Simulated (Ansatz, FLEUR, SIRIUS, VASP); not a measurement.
**GaGe: energy against volume and a worked fit**

Symmetry: F-43m, No. 216, cubic system. The conventional cell has a = 5.796 Å, b = 5.796 Å, c = 5.796 Å, α = 90.00°, β = 90.00°, γ = 90.00°. Ge (site symmetry -43m) is surrounded by 4 Ga at 2.51 Å. Around Ga (site symmetry -43m) lie 4 Ge at 2.51 Å.

The cell comes from a database or a generator and needn't be the stable form of this composition.

The cell was scaled at fixed shape and fractions and run with SIRIUS, PseudoDojo 0.4.1 PBEsol standard (scalar relativistic), cutoff 1102 eV; PBEsol, k mesh 8 × 8 × 8 on the cell of 2 atoms, fermi-dirac occupations of 0.05 eV, no spin polarisation, no spin-orbit coupling. Energies are those that the program minimises, any entropy of the smearing included. For a metal such a mesh isn't converged to the digits shown.

```tsv
V (Å³/atom)	energy over the lowest row (meV/atom)
22.8746	0.95
23.3613	0.00
23.8480	?
24.3346	8.15
24.8213	16.51
25.3080	27.30
25.7947	40.25
```

Fit the third-order Birch-Murnaghan form, give V0, B0 and B′, and predict the energy left open.

With y = (V0/V)^(2/3), E = E0 + (9 V0 B0/16) [(y - 1)³ B′ + (y - 1)² (6 - 4y)]. Least squares through the rows shown give V0 = 23.2426 Å³/atom, E0 = -0.10 meV, B0 = 56.26 GPa (1 eV/Å³ = 160.218 GPa) and B′ = 4.71, with a largest miss of 0.01 meV. At V = 23.8480 the form with these constants gives 2.54 meV; the run gave 2.52 meV an atom. Other set-ups at this level, from all their volumes (Å³/atom, GPa): FLEUR, all-electron, FLAPW: V0 23.207, B0 57.08; Ansatz, all-electron LAPW, scalar-relativistic: V0 23.210, B0 56.36; VASP, PBE PAW files Ga_d, Ge_d, 520 eV (made for PBE): V0 23.210, B0 56.39.

The energy minimum lies at a smaller volume than that of the listed cell, so the Ga-Ge bonds there are somewhat stretched for this functional. If that cell was relaxed with PBE, the shift is in the expected direction, since PBEsol usually binds solids more tightly.

Tetrahedral GaGe has one valence electron too few per formula unit to fill the four bonding bands of a zincblende lattice. It should therefore be a metal with holes in p-like bonding states, not an octet semiconductor. The missing bonding charge probably explains why a B0 of 56.26 GPa is clearly below that of elemental germanium, despite the similar atomic sizes.

The open energy is well predicted because it lies between computed points close to the minimum. B′ is less secure, as only one row lies on the compressed side of V0. The four set-ups agree closely on volume and slightly less well on stiffness, which depends on the curvature. A positive bulk modulus shows resistance to uniform volume change only, not to shear or to internal displacements.
